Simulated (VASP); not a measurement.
# V with LDA: from relaxation to properties, part 2 of 4

Wanted: the relaxed cell of V and its properties. Left out of this account: 1 further run (phonons: it ended without a result to show). The start is a cell from a database of measured crystal structures.

VASP 6.6.1, plane waves and PAW; the level of theory is named at each step.

So far. Step 2 (Magnetic order: ferromagnetic): The moments fall under 0.1 μB, and the mesh shows no gap. Step 3 (Magnetic order: antiferromagnetic, q = (0, 0, 1/2)): The energy lies -1.5 meV an atom from the first pattern, a difference of sampling, since both runs hold the same state. The moments fall under 0.1 μB, and the mesh shows no gap.

## 4. Magnetic order: antiferromagnetic, q = (1/2, 1/2, 1/2)

Level of this step: LDA, spin-polarised from an antiferromagnetic start; plane waves and PAW (V_sv) (VASP).

Next, a pattern with opposite moments, which needs a doubled cell; q is given in the reciprocal vectors of the primitive cell.

Input file INCAR:

```
SYSTEM = V
PREC = Accurate
ENCUT = 400
EDIFF = 1E-06
NELM = 100
ISMEAR = 1
SIGMA = 0.2
LREAL = .FALSE.
ALGO = Normal
GGA = CA
NBANDS = 20
ISPIN = 2
MAGMOM = 2 -2
LASPH = .TRUE.
LMAXMIX = 4
LORBIT = 11
LWAVE = .FALSE.
LCHARG = .FALSE.
KPAR = 4
ISIF = 2
```

Input file POSCAR:

```
V
1.0
   -3.0287000000      3.0287000000      3.0287000000
    0.0000000000      0.0000000000      3.0287000000
    0.0000000000      3.0287000000      0.0000000000
V
2
Direct
    0.0000000000      0.0000000000      0.0000000000
    0.5000000000      0.0000000000      0.0000000000
```

Input file KPOINTS:

```
Automatic mesh
0
Gamma
10 10 10
0 0 0
```

PAW data sets: V_sv (LDA family, release 64).

The run is started by

```sh
mpirun -np 4 vasp_std
```

The program printed:

```text
[... set-up lines as in an earlier step ...]
 entering main loop
       N       E                     dE             d eps       ncg     rms          rms(c)
DAV:   1     0.250981281851E+03    0.25098E+03   -0.13180E+04  4528   0.125E+03
DAV:   2    -0.145985606987E+02   -0.26558E+03   -0.26013E+03  4656   0.430E+02
DAV:   3    -0.217223546965E+02   -0.71238E+01   -0.69737E+01  4884   0.833E+01
DAV:   4    -0.217910243642E+02   -0.68670E-01   -0.68573E-01  4600   0.822E+00
DAV:   5    -0.217917864518E+02   -0.76209E-03   -0.76209E-03  4744   0.887E-01    0.274E+01
DAV:   6    -0.196947608289E+02    0.20970E+01   -0.12405E+01  4536   0.367E+01    0.531E+00
DAV:   7    -0.197494436795E+02   -0.54683E-01   -0.37896E-01  4520   0.592E+00    0.414E+00
DAV:   8    -0.197514711040E+02   -0.20274E-02   -0.12284E-02  4596   0.176E+00    0.102E+00
DAV:   9    -0.197407229244E+02    0.10748E-01   -0.18513E-02  4624   0.182E+00    0.415E-01
DAV:  10    -0.197412214361E+02   -0.49851E-03   -0.26642E-03  4504   0.564E-01    0.836E-02
DAV:  11    -0.197412653414E+02   -0.43905E-04   -0.24871E-04  4900   0.167E-01    0.261E-02
DAV:  12    -0.197412643959E+02    0.94550E-06   -0.16305E-05  4508   0.376E-02    0.942E-03
DAV:  13    -0.197412633983E+02    0.99764E-06   -0.32034E-06  3864   0.237E-02
   1 F= -.19741263E+02 E0= -.19740335E+02  d E =-.278668E-02  mag=     0.0000
```

It took 4.6 s on 4 MPI ranks of Intel Xeon 6975P-C (Granite Rapids), shared host; peak memory 0.55 GiB; 16 s of CPU time.

From OUTCAR (step 4):

```text
  LATTYP: Found a simple cubic cell.
 ALAT       =     3.0287000000

The static configuration has the point symmetry O_h .

 Found     56 irreducible k-points:

   k-points           NKPTS =     56   k-points in BZ     NKDIM =     56   number of bands    NBANDS=     20

   dimension x,y,z NGX =    36 NGY =   20 NGZ =   20
   dimension x,y,z NGXF=    72 NGYF=   40 NGZF=   40

   ENCUT  =  400.0 eV  29.40 Ry    5.42 a.u.   8.55  4.94  4.94*2*pi/ulx,y,z

   NELECT =      26.0000    total number of electrons

 E-fermi :   9.1057

 spin component 1
 k-point     1 :       0.0000    0.0000    0.0000
  band No.  band energies     occupation
    ...
      7     -27.6466      1.00000
      8     -27.6466      1.00000
      9       2.6521      1.00000
     10       6.2291      1.00000
     11       6.2291      1.00000
     12       9.4821     -0.01148
     13       9.4821     -0.01148
     14       9.4821     -0.01148
     15      11.3983     -0.00000
     16      11.3983     -0.00000
    ...

 k-point     2 :       0.1000    0.0000    0.0000
  band No.  band energies     occupation
    ...
      7     -27.6592      1.00000
      8     -27.6592      1.00000
      9       2.8490      1.00000
     10       6.3338      1.00000
     11       6.3379      1.00000
     12       9.4706     -0.01350
     13       9.4706     -0.01350
     14       9.5522     -0.00351
     15      11.2465     -0.00000
     16      11.4554     -0.00000
    ...

 k-point     3 :       0.2000    0.0000    0.0000
  band No.  band energies     occupation
    ...
      7     -27.6979      1.00000
      8     -27.6979      1.00000
      9       3.4170      1.00000
     10       6.6091      1.00000
     11       6.6426      1.00000
     12       9.4551     -0.01653
     13       9.4551     -0.01653
     14       9.7565     -0.00002
     15      10.8131     -0.00000
     16      11.6114     -0.00000
    ...

 k-point     4 :       0.3000    0.0000    0.0000
  band No.  band energies     occupation
    ...
      7     -27.7598      1.00000
      8     -27.7598      1.00000
      9       4.2846      1.00000
     10       6.8671      1.00000
     11       7.1396      1.00000
     12       9.4861     -0.01083
     13       9.4861     -0.01083
     14      10.0810     -0.00000
     15      10.1609     -0.00000
     16      11.0022     -0.00000
    ...

  Total       -3.2701497     -3.2701497     -3.2701497      0.0000000     -0.0000000     -0.0000000
  in kB     -188.5859995   -188.5859995   -188.5859995      0.0000000     -0.0000000     -0.0000000
  external PRESSURE =    -188.5859995 kB  Pullay stress =       0.0000000 kB

  energy-cutoff  :      400.00
  volume of cell :       27.78
      direct lattice vectors                 reciprocal lattice vectors
    -3.028700000  3.028700000  3.028700000    -0.330174662  0.000000000  0.000000000
     0.000000000  0.000000000  3.028700000     0.330174662  0.000000000  0.330174662
     0.000000000  3.028700000  0.000000000     0.330174662  0.330174662  0.000000000

 POSITION                                       TOTAL-FORCE (eV/Angst)
 -----------------------------------------------------------------------------------
      0.00000      0.00000      0.00000        -0.000000      0.000000     -0.000000
     -1.51435      1.51435      1.51435         0.000000     -0.000000      0.000000
 -----------------------------------------------------------------------------------
    total drift:                               -0.000000     -0.000000      0.000000

  FREE ENERGIE OF THE ION-ELECTRON SYSTEM (eV)
  ---------------------------------------------------
  free  energy   TOTEN  =       -19.7412633983 eV

  energy  without entropy=      -19.7384767167  energy(sigma->0) =      -19.74033450

 total charge
# of ion       s       p       d       tot
------------------------------------------
    1        2.336   6.208   3.080  11.625
    2        2.336   6.208   3.080  11.625
--------------------------------------------------
tot          4.672  12.416   6.160  23.249

[... 2 parts as in an earlier step ...]

[... 6 further parts left out ...]
```

At this level the cell is under a tension of 18.9 GPa, so at these settings it is away from equilibrium.

This step gave:

- SCF cycles: 13
- irreducible k-points: 56
- symmetry operations: 48
- Fermi energy: 9.106 eV
- pressure: -18.86 GPa

The energy lies -0.9 meV an atom from the first pattern, a difference of sampling, since both runs hold the same state. The moments fall under 0.1 μB, and the mesh shows no gap.

## 5. The orders side by side

This step: collinear orders at LDA; plane waves and PAW (VASP 6.6.1).

Derived from the runs above.

Patterns, by row:

```tsv
start	atoms	energy less that of the first (meV/atom)	largest site moment (μB)	end state
ferromagnetic	1	0	0	non-magnetic
antiferromagnetic, q = (0, 0, 1/2)	2	-1.5	0	non-magnetic
antiferromagnetic, q = (1/2, 1/2, 1/2)	2	-0.9	0	non-magnetic
```

All patterns lost their moments. Runs that ended non-magnetic differ by up to 1.5 meV an atom among themselves, which is the error from the unlike meshes of the cells. The session goes on with moments started at or near zero.

## 6. Full relaxation (LDA)

This step: LDA, zero-moment start; plane waves and PAW (V_sv) (VASP 6.6.1).

System of this step: V. It takes space group Im-3m (No. 229, cubic). Conventional cell: a = 3.029 Å, b = 3.029 Å, c = 3.029 Å, α = 90.00°, β = 90.00°, γ = 90.00°. Nearest to V lie 8 V at 2.62 Å.

Properties are meant for the cell that this level of theory prefers, so cell and atoms are relaxed first (ISIF = 3) until forces and stress are small; EDIFFG sets the threshold.

Edit INCAR of step 4 so:

```diff
@@ -10,5 +10,5 @@
 GGA = CA
-NBANDS = 20
+NBANDS = 13
 ISPIN = 2
-MAGMOM = 2 -2
+MAGMOM = 0
 LASPH = .TRUE.
@@ -19,2 +19,5 @@
 KPAR = 4
-ISIF = 2
+IBRION = 2
+NSW = 60
+ISIF = 3
+EDIFFG = -0.01
```

Input file POSCAR:

```
V
1.0
   -1.5143500000      1.5143500000      1.5143500000
    1.5143500000     -1.5143500000      1.5143500000
    1.5143500000      1.5143500000     -1.5143500000
V
1
Direct
    0.0000000000      0.0000000000      0.0000000000
```

Input file KPOINTS:

```
Automatic mesh
0
Gamma
12 12 12
0 0 0
```

The run is started by

```sh
mpirun -np 4 vasp_std
```

The program printed:

```text
[... set-up lines as in an earlier step ...]
 entering main loop
       N       E                     dE             d eps       ncg     rms          rms(c)
DAV:   1     0.756159103066E+02    0.75616E+02   -0.59963E+03  3773   0.909E+02
DAV:   2    -0.103271551052E+02   -0.85943E+02   -0.83288E+02  3894   0.279E+02
DAV:   3    -0.113655246742E+02   -0.10384E+01   -0.10368E+01  4079   0.356E+01
DAV:   4    -0.113700786087E+02   -0.45539E-02   -0.45539E-02  4144   0.246E+00
DAV:   5    -0.113701239655E+02   -0.45357E-04   -0.45358E-04  4159   0.230E-01    0.178E+01
DAV:   6    -0.990061693434E+01    0.14695E+01   -0.28281E+00  3854   0.283E+01    0.135E+00
DAV:   7    -0.987749354797E+01    0.23123E-01   -0.46288E-02  3804   0.285E+00    0.101E+00
DAV:   8    -0.986600107775E+01    0.11492E-01   -0.50504E-03  4149   0.104E+00    0.795E-02
DAV:   9    -0.986602192173E+01   -0.20844E-04   -0.38404E-04  3804   0.294E-01    0.622E-02
DAV:  10    -0.986602664190E+01   -0.47202E-05   -0.22151E-05  4054   0.788E-02    0.447E-03
DAV:  11    -0.986602636983E+01    0.27208E-06   -0.11029E-06  3052   0.174E-02
   1 F= -.98660264E+01 E0= -.98647281E+01  d E =-.986603E+01  mag=    -0.0000
 curvature:   0.00 expect dE= 0.000E+00 dE for cont linesearch  0.000E+00
 trial: gam= 0.00000 g(F)=  0.938E-63 g(S)=  0.393E+00 ort = 0.000E+00 (trialstep = 0.100E+01)
 search vector abs. value=  0.393E+00
 bond charge predicted
       N       E                     dE             d eps       ncg     rms          rms(c)
DAV:   1    -0.219515223258E+02   -0.12085E+02   -0.17023E+02  3754   0.204E+02    0.467E+01
DAV:   2    -0.104161785920E+02    0.11535E+02   -0.15642E+01  3754   0.771E+01    0.820E+00
DAV:   3    -0.986126265033E+01    0.55492E+00   -0.79484E-01  4039   0.148E+01    0.762E+00
DAV:   4    -0.978794975978E+01    0.73313E-01   -0.11580E-01  3784   0.437E+00    0.799E-01
DAV:   5    -0.978303024818E+01    0.49195E-02   -0.16454E-02  4024   0.219E+00    0.151E-01
DAV:   6    -0.978260834768E+01    0.42190E-03   -0.95439E-04  3804   0.544E-01    0.107E-01
DAV:   7    -0.978260533351E+01    0.30142E-05   -0.15216E-05  3804   0.604E-02    0.503E-03
DAV:   8    -0.978260525563E+01    0.77882E-07   -0.21173E-07  2283   0.630E-03
   2 F= -.97826053E+01 E0= -.97837475E+01  d E =0.834211E-01  mag=    -0.0000
[...]
3 F= -.99589635E+01 E0= -.99578939E+01  d E =-.929372E-01  mag=    -0.0000
 curvature:  -0.19 expect dE=-0.956E-04 dE for cont linesearch -0.956E-04
 ZBRENT: interpolating
 opt :   0.4495  next Energy=    -9.959049 (dE=-0.930E-01)
 bond charge predicted
       N       E                     dE             d eps       ncg     rms          rms(c)
DAV:   1    -0.996106211612E+01   -0.20985E-02   -0.28726E-02  3744   0.286E+00    0.525E-01
DAV:   2    -0.995908812819E+01    0.19740E-02   -0.40338E-03  3774   0.108E+00    0.104E-01
DAV:   3    -0.995906071164E+01    0.27417E-04   -0.22172E-05  3904   0.524E-02    0.583E-02
DAV:   4    -0.995904738007E+01    0.13332E-04   -0.15616E-05  3834   0.390E-02    0.308E-03
DAV:   5    -0.995904744334E+01   -0.63274E-07   -0.11675E-07  2047   0.469E-03
   4 F= -.99590474E+01 E0= -.99580126E+01  d E =-.930211E-01  mag=     0.0000
 curvature:  -0.17 expect dE=-0.275E-06 dE for cont linesearch -0.275E-06
 trial: gam=-0.00203 g(F)=  0.393E-59 g(S)=  0.163E-05 ort = 0.799E-03 (trialstep = 0.890E+00)
 search vector abs. value=  0.107E-09
 reached required accuracy - stopping structural energy minimisation
```

The job ended after 9.4 s (4 MPI ranks; peak memory 0.47 GiB).

Parts of OUTCAR (step 6):

```text
   k-points           NKPTS =     72   k-points in BZ     NKDIM =     72   number of bands    NBANDS=     13

   NELECT =      13.0000    total number of electrons

 E-fermi :  10.5051

 spin component 1
 k-point     1 :       0.0000    0.0000    0.0000
  band No.  band energies     occupation
      1     -52.3614      1.00000
      2     -25.9195      1.00000
      3     -25.9195      1.00000
      4     -25.9195      1.00000
      5       3.8324      1.00000
      6      10.9104     -0.00733
      7      10.9104     -0.00733
      8      10.9104     -0.00733
      9      13.1133     -0.00000
     10      13.1133     -0.00000
    ...

 k-point     2 :       0.0833    0.0000    0.0000
  band No.  band energies     occupation
      1     -52.3426      1.00000
      2     -26.0024      1.00000
      3     -25.9442      1.00000
      4     -25.9202      1.00000
      5       4.1331      1.00000
      6      10.7775     -0.03306
      7      10.8789     -0.01193
      8      11.1339     -0.00004
      9      12.9650     -0.00000
     10      13.1222     -0.00000
    ...

  Total       -0.0033516     -0.0033516     -0.0033516     -0.0000000     -0.0000000     -0.0000000
  in kB       -0.4311430     -0.4311430     -0.4311430     -0.0000000     -0.0000000     -0.0000000
  external PRESSURE =      -0.4311430 kB  Pullay stress =       0.0000000 kB

 POSITION                                       TOTAL-FORCE (eV/Angst)
 -----------------------------------------------------------------------------------
      1.46026     -1.46026      1.46026        -0.000000      0.000000     -0.000000
 -----------------------------------------------------------------------------------
    total drift:                                0.000000     -0.000000      0.000000

  FREE ENERGIE OF THE ION-ELECTRON SYSTEM (eV)
  ---------------------------------------------------
  free  energy   TOTEN  =        -9.9590474433 eV

  energy  without entropy=       -9.9559428728  energy(sigma->0) =       -9.95801259

 reached required accuracy - stopping structural energy minimisation

 magnetization (x)
# of ion       s       p       d       tot
------------------------------------------
    1       -0.000   0.000   0.000   0.000

[... 5 parts as in an earlier step ...]

[... 11 further parts left out ...]
```

This run allows spin, but its moments start at zero, where symmetry between the spins tends to hold them, although V can carry a moment. Its electron count is odd, so without a moment it is a metal by construction. After so large a change of volume the plane waves of the start cell no longer fit, so the final stress carries a basis-set error. The run keeps the 48 symmetry operations of its start, so it cannot find a distortion of lower symmetry.

Relaxation path:

```tsv
step	energy less that of the first step (eV)	largest force (eV/Å)	pressure (GPa)	volume (Å³)
1	0.0000	0.0000	-19.00	13.89
2	0.0834	0.0000	39.60	10.84
3	-0.0929	0.0000	-0.76	12.49
4	-0.0930	0.0000	-0.04	12.46
```

```tsv
conventional cell, symmetrised	before	after	change
a (Å)	3.029	2.921	-3.6 %
b (Å)	3.029	2.921	-3.6 %
c (Å)	3.029	2.921	-3.6 %
volume (Å³/atom)	13.89	12.46	-10.3 %
```

Final coordinates:

```
V
1.0
    -1.46026    1.46026    1.46026
     1.46026   -1.46026    1.46026
     1.46026    1.46026   -1.46026
V
1
Cartesian
  0.0000 0.0000 0.0000
```

This step gave:

- electrons: 13
- bands: 13
- irreducible k-points: 72
- free energy (TOTEN): -9.959 eV
- energy at zero smearing: -9.958 eV
- Fermi energy: 10.51 eV
- pressure: -0.04311 GPa
- SCF cycles over all ionic steps: 32

It ends with forces that vanish by symmetry and a pressure of -0.04 GPa.

## 7. Second relaxation

A relaxation keeps the plane waves of the cell it began with, so it is repeated from the new cell, on a basis made for it. The mesh changes with the cell too.

INCAR is that of step 6.

Input file POSCAR:

```
V
1.0
   -1.4602553030      1.4602553030      1.4602553030
    1.4602553030     -1.4602553030      1.4602553030
    1.4602553030      1.4602553030     -1.4602553030
V
1
Direct
    0.0000000000      0.0000000000      0.0000000000
```

Input file KPOINTS:

```
Automatic mesh
0
Gamma
13 13 13
0 0 0
```

The run is started by

```sh
mpirun -np 4 vasp_std
```

The program printed:

```text
[... set-up lines as in an earlier step ...]
 entering main loop
       N       E                     dE             d eps       ncg     rms          rms(c)
DAV:   1     0.750472706142E+02    0.75047E+02   -0.59511E+03  4462   0.928E+02
DAV:   2    -0.101370592840E+02   -0.85184E+02   -0.82222E+02  4518   0.278E+02
DAV:   3    -0.112443498800E+02   -0.11073E+01   -0.11059E+01  4748   0.363E+01
DAV:   4    -0.112489235236E+02   -0.45736E-02   -0.45736E-02  4878   0.244E+00
DAV:   5    -0.112489640158E+02   -0.40492E-04   -0.40492E-04  4788   0.217E-01    0.208E+01
DAV:   6    -0.998623772078E+01    0.12627E+01   -0.21859E+00  4498   0.256E+01    0.265E+00
DAV:   7    -0.995859337784E+01    0.27644E-01   -0.23362E-02  4528   0.161E+00    0.136E+00
DAV:   8    -0.994809417995E+01    0.10499E-01   -0.64908E-03  4733   0.118E+00    0.106E-01
DAV:   9    -0.994813565910E+01   -0.41479E-04   -0.60409E-05  4613   0.932E-02    0.550E-02
DAV:  10    -0.994814770495E+01   -0.12046E-04   -0.29709E-06  4571   0.142E-02    0.377E-03
DAV:  11    -0.994814771537E+01   -0.10417E-07   -0.39799E-08  2307   0.261E-03
   1 F= -.99481477E+01 E0= -.99474911E+01  d E =-.994815E+01  mag=    -0.0000
 curvature:   0.00 expect dE= 0.000E+00 dE for cont linesearch  0.000E+00
 trial: gam= 0.00000 g(F)=  0.547E-62 g(S)=  0.347E-06 ort = 0.000E+00 (trialstep = 0.100E+01)
 search vector abs. value=  0.347E-06
 reached required accuracy - stopping structural energy minimisation
```

Elapsed: 2.6 s, on 4 MPI ranks; peak memory 0.46 GiB.

From OUTCAR (step 7):

```text
   k-points           NKPTS =     84   k-points in BZ     NKDIM =     84   number of bands    NBANDS=     13

   ENCUT  =  400.0 eV  29.40 Ry    5.42 a.u.   4.12  4.12  4.12*2*pi/ulx,y,z

   NELECT =      13.0000    total number of electrons

 E-fermi :  10.5037

 spin component 1
 k-point     1 :       0.0000    0.0000    0.0000
  band No.  band energies     occupation
      1     -52.3676      1.00000
      2     -25.9287      1.00000
      3     -25.9287      1.00000
      4     -25.9287      1.00000
      5       3.8313      1.00000
      6      10.9046     -0.00787
      7      10.9046     -0.00787
      8      10.9046     -0.00787
      9      13.1061     -0.00000
     10      13.1061     -0.00000
    ...

 k-point     2 :       0.0769    0.0000    0.0000
  band No.  band energies     occupation
      1     -52.3514      1.00000
      2     -25.9993      1.00000
      3     -25.9497      1.00000
      4     -25.9293      1.00000
      5       4.0882      1.00000
      6      10.7909     -0.03037
      7      10.8791     -0.01165
      8      11.0958     -0.00012
      9      12.9770     -0.00000
     10      13.1135     -0.00000
    ...

  Total       -0.0015480     -0.0015480     -0.0015480      0.0000000      0.0000000      0.0000000
  in kB       -0.1991274     -0.1991274     -0.1991274      0.0000000      0.0000000      0.0000000
  external PRESSURE =      -0.1991274 kB  Pullay stress =       0.0000000 kB

 POSITION                                       TOTAL-FORCE (eV/Angst)
 -----------------------------------------------------------------------------------
      0.00000      0.00000      0.00000        -0.000000      0.000000      0.000000
 -----------------------------------------------------------------------------------
    total drift:                                0.000000      0.000000     -0.000000

  FREE ENERGIE OF THE ION-ELECTRON SYSTEM (eV)
  ---------------------------------------------------
  free  energy   TOTEN  =        -9.9481477154 eV

  energy  without entropy=       -9.9461778868  energy(sigma->0) =       -9.94749111

 magnetization (x)
# of ion       s       p       d       tot
------------------------------------------
    1        0.000  -0.000  -0.000  -0.000

[... 4 parts as in an earlier step ...]

[... 13 further parts left out ...]
```

CONTCAR:

```
V
   1.00000000000000
    -1.4602553030000001    1.4602553030000001    1.4602553030000001
     1.4602553030000001   -1.4602553030000001    1.4602553030000001
     1.4602553030000001    1.4602553030000001   -1.4602553030000001
  V
     1
Direct
     0.0000000000000000    0.0000000000000000    0.0000000000000000
```

Little changed from the start: no atom moved by 0.005 Å and no cell edge by 0.1 %.

This step gave:

* irreducible k-points: 84
* free energy (TOTEN): -9.948 eV
* energy at zero smearing: -9.947 eV
* Fermi energy: 10.50 eV
* pressure: -0.01991 GPa
* SCF cycles over all ionic steps: 11

It ends with forces that vanish by symmetry and a pressure of -0.02 GPa. The volume moved by under 0.01 %: the run met its threshold at the first step.

[end of part 2 of 4]

[Lines on the potential files, build, host, timing and source positions are cut from VASP's logs without a mark.]

[Logs are printed without paths, hosts, clocks, repeated set-up lines and the standing remarks that a program may print on its own settings, such as how far it seeks lower states.]

[Hosts, paths, dates, database ids (printed as entryN), source tags and the programs' standing remarks are cut or masked in the printed files.]

[A measured line is paired with the nearest computed mode of its activity, which favours agreement.]
